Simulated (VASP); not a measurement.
These are PBE GGA, VASP's PBE PAW potentials (set 64) (plane waves; VASP) values and carry that method's errors.

A VASP calculation is set up with these files.

**INCAR**
```
ALGO = Normal
EDIFF = 1E-7
ENCUT = 480
GGA = PE
ISIF = 2
ISMEAR = 1
LASPH = .TRUE.
LCHARG = .FALSE.
LMAXMIX = 4
LREAL = .FALSE.
LWAVE = .FALSE.
NELM = 100
PREC = Accurate
SIGMA = 0.1
SYSTEM = Cs
```

POSCAR:
```
Cs
5.3229130
 -0.5773502911   0.5773502911   0.5773502911
  0.5773502911  -0.5773502911   0.5773502911
  0.5773502911   0.5773502911  -0.5773502911
Cs
1
Cart
  0.0000000000   0.0000000000   0.0000000000
```

File KPOINTS:
```
kpoints
0
gamma
8 8 8
0 0 0
```

POTCAR, in this order: Cs_sv (PBE.64 set). Program: vasp_std.

The run wrote:

### OSZICAR
```
       N       E                     dE             d eps       ncg     rms          rms(c)
DAV:   1     0.538437246240E+02    0.53844E+02   -0.26883E+03   464   0.714E+02
DAV:   2     0.352688234759E+01   -0.50317E+02   -0.48860E+02   664   0.122E+02
DAV:   3    -0.790133139397E+00   -0.43170E+01   -0.43156E+01   480   0.452E+01
DAV:   4    -0.843117240993E+00   -0.52984E-01   -0.52983E-01   824   0.593E+00
DAV:   5    -0.843193591572E+00   -0.76351E-04   -0.76349E-04   640   0.128E-01    0.128E-01
DAV:   6    -0.843697236266E+00   -0.50364E-03   -0.14135E-03   760   0.220E-01    0.883E-02
DAV:   7    -0.844639734025E+00   -0.94250E-03   -0.35985E-03   568   0.364E-01    0.362E-02
DAV:   8    -0.844737218723E+00   -0.97485E-04   -0.13609E-04   624   0.907E-02    0.418E-03
DAV:   9    -0.844738826672E+00   -0.16079E-05   -0.29288E-06   824   0.105E-02    0.275E-03
DAV:  10    -0.844738151408E+00    0.67526E-06   -0.82466E-07   648   0.527E-03    0.467E-04
DAV:  11    -0.844738279464E+00   -0.12806E-06   -0.22411E-08   488   0.105E-03    0.176E-04
DAV:  12    -0.844738348530E+00   -0.69066E-07   -0.78381E-09   448   0.486E-04
   1 F= -.84473835E+00 E0= -.84377442E+00  d E =-.289178E-02
```

**OUTCAR**
```
------------------------ aborting loop because EDIFF is reached ----------------------------------------
  FORCE on cell =-STRESS in cart. coord.  units (eV):
  Direction    XX          YY          ZZ          XY          YZ          ZX
  --------------------------------------------------------------------------------------
  Total        0.0089768      0.0089768      0.0089768      0.0000000     -0.0000000      0.0000000
  in kB        0.1238808      0.1238808      0.1238808      0.0000000     -0.0000000      0.0000000
  external PRESSURE =       0.1238808 kB  Pullay stress =       0.0000000 kB
  volume of cell :      116.10
      direct lattice vectors                 reciprocal lattice vectors
    -3.073185370  3.073185370  3.073185370     0.000000000  0.162697638  0.162697638
     3.073185370 -3.073185370  3.073185370     0.162697638  0.000000000  0.162697638
     3.073185370  3.073185370 -3.073185370     0.162697638  0.162697638  0.000000000
 POSITION                                       TOTAL-FORCE (eV/Angst)
 -----------------------------------------------------------------------------------
      0.00000      0.00000      0.00000         0.000000      0.000000      0.000000
 -----------------------------------------------------------------------------------
    total drift:                               -0.000000     -0.000000     -0.000000
  FREE ENERGIE OF THE ION-ELECTRON SYSTEM (eV)
  ---------------------------------------------------
  free  energy   TOTEN  =        -0.8447383485 eV

  energy  without entropy=       -0.8418465705  energy(sigma->0) =       -0.84377442
```
(Selected blocks of OUTCAR.)

The compound is Cs in the bcc structure. It was relaxed first.
